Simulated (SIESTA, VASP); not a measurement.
An input for SIESTA (GGA PBE, numerical atomic orbitals DZP, PseudoDojo PBE standard norm-conserving potentials (rewritten from UPF to PSML)):

```
# files in the folder: Zn.psml S.psml (PseudoDojo PBE standard)
SystemName  ZnS
SystemLabel zns

NumberOfAtoms                2
NumberOfSpecies              2
%block ChemicalSpeciesLabel
  1 30 Zn
  2 16 S
%endblock ChemicalSpeciesLabel
LatticeConstant              1.0 Bohr
%block LatticeVectors
     0.000000000    5.111709167    5.111709167
     5.111709167    0.000000000    5.111709167
     5.111709167    5.111709167    0.000000000
%endblock LatticeVectors
AtomicCoordinatesFormat      Fractional
%block AtomicCoordinatesAndAtomicSpecies
     0.000000000    0.000000000    0.000000000  1
     0.250000000    0.250000000    0.250000000  2
%endblock AtomicCoordinatesAndAtomicSpecies

XC.functional                GGA
XC.authors                   PBE
PAO.BasisSize                DZP
PAO.EnergyShift              0.01 Ry
MeshCutoff                   350 Ry
%block kgrid.MonkhorstPack
    6   0   0  0.0
    0   6   0  0.0
    0   0   6  0.0
%endblock kgrid.MonkhorstPack
OccupationFunction           FD
ElectronicTemperature        50.0 meV

MaxSCFIterations             150
SCF.Mixer.Method             Pulay
SCF.Mixer.Weight             0.1
SCF.Mixer.History            6
SCF.DM.Tolerance             1.0E-04
Diag.ParallelOverK           true
WriteForces                  true
Charge.Mulliken              end
```

Q: Write the VASP files for the same calculation.

A: One set of files that does it:

### INCAR
```
# general
SYSTEM  = ZnS
PREC    = Accurate
ENCUT   = 300   # plane-wave cut-off (eV)
LREAL   = .False.   # projection in real space or not
LASPH   = .True.

# electronic loop
EDIFF   = 1E-6   # SCF stop (eV)
NELM    = 100   # most electronic steps
ALGO    = Normal
LMAXMIX = 4

# smearing
ISMEAR  = -1
SIGMA   = 0.05   # width (eV)

# functional
GGA     = PE   # PBE

# ions
ISIF    = 2

# output
LWAVE   = .False.
LCHARG  = .False.
```

**POSCAR**
```
ZnS
1
    0.0000000000     2.7050000000     2.7050000000
    2.7050000000     0.0000000000     2.7050000000
    2.7050000000     2.7050000000     0.0000000000
Zn S
1 1
Direct
  0.0000000000   0.0000000000   0.0000000000
  0.2500000000   0.2500000000   0.2500000000
```

**KPOINTS**
```
Automatic mesh
0
Gamma
6 6 6
0 0 0
```

POTCAR, in this order: Zn S (PBE.64 set). Program: vasp_std.

The two runs describe the same crystal, functional and task. Each code takes its own potentials, basis and convergence tests.

The structure is a typed ZnS crystal. The cell was not relaxed at this level, and it may have been scaled.
